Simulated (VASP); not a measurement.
Input:

```xyz
2
Lattice="0.0000 2.2600 2.2600 2.2600 0.0000 2.2600 2.2600 2.2600 0.0000" Properties=species:S:1:pos:R:3 pbc="T T T"
Hf     0.0000     0.0000     0.0000
N      2.2600     2.2600     2.2600
```

Method: PBEsol GGA, VASP's PBE PAW potentials (set 64) (plane waves; VASP). Numerical set-up: 530 eV cut-off, 13×13×13 Γ-centred mesh, first-order Methfessel-Paxton smearing of 0.10 eV, potentials Hf_pv N.

Problem. The ions, cell shape and volume are relaxed. Which structure does the run end with?

Solution. 
```xyz
2
Lattice="0.0000 2.2452 2.2452 2.2452 0.0000 2.2452 2.2452 2.2452 0.0000" Properties=species:S:1:pos:R:3 pbc="T T T"
Hf     0.0000     0.0000     0.0000
N      2.2452     2.2452     2.2452
```
Space group Fm-3m (225), at a tolerance of 0.03 Å.

Problem. How do energy and volume change from the first to the last step?

Solution. The energy (σ→0) changes by -4.0 meV/atom and the volume by -1.9 %, in 3 ionic steps.

The compound is HfN in the rock salt structure. This run relaxes it. Symmetry was kept, so distortions that lower it aren't found. The electron count is odd and the run is not spin-polarised, which forces a metal.
